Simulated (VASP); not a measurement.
The system is WC.

```
W C
1.0
     2.88207    0.00000    0.00000
    -1.44104    2.49595    0.00000
     0.00000    0.00000    2.82387
W C
1 1
Direct
  0.00000 0.00000 0.00000
  0.66667 0.33333 0.50000
```

| Quantity | Value |
| --- | --- |
| Program | VASP 6.6.1 |
| Task | relaxation of cell and atoms |
| Functional | r2SCAN |
| Dispersion | rVV10 |
| Potentials or basis | VASP PAW PBE potentials, release 64 (W_sv, C) |
| Cutoff | 600 eV |
| k mesh | 18 × 18 × 14 |
| Occupations | gaussian, width 0.1 eV |
| Spin | no spin polarisation |

At the start: pressure 11.0 GPa; volume 10.16 Å³/atom.

Q: How do energy, volume and symmetry change on relaxing?

A: Over 6 steps the energy falls by 9.2 meV/atom and the volume is 10.42 Å³/atom (+2.6 %); space group P-6m2 (No. 187, to 0.05 Å).

Step by step:
| step | energy change (eV) | largest force (eV/Å) | pressure (GPa) | volume (Å³) |
| --- | --- | --- | --- | --- |
| 1 | 0.0000 | 0.0000 | 10.98 | 20.31 |
| 2 | 0.1159 | 0.0000 | -25.54 | 22.43 |
| 3 | -0.0180 | 0.0000 | -0.43 | 20.86 |
| 4 | -0.0180 | 0.0000 | -0.14 | 20.85 |
| 5 | -0.0180 | 0.0000 | 0.15 | 20.85 |
| 6 | -0.0184 | 0.0000 | -0.01 | 20.85 |

Final structure:
```yaml
crystal:
  lattice:
    - [2.91217, 0.00000, 0.00000]
    - [-1.45608, 2.52201, 0.00000]
    - [0.00000, 0.00000, 2.83846]
  atoms:
    - { symbol: W, position: [0.00000, 0.00000, 0.00000] }
    - { symbol: C, position: [0.66667, 0.33333, 0.50000] }
```

Caveat: the PAW data sets were made with another functional, which shifts forces and pressure a little.
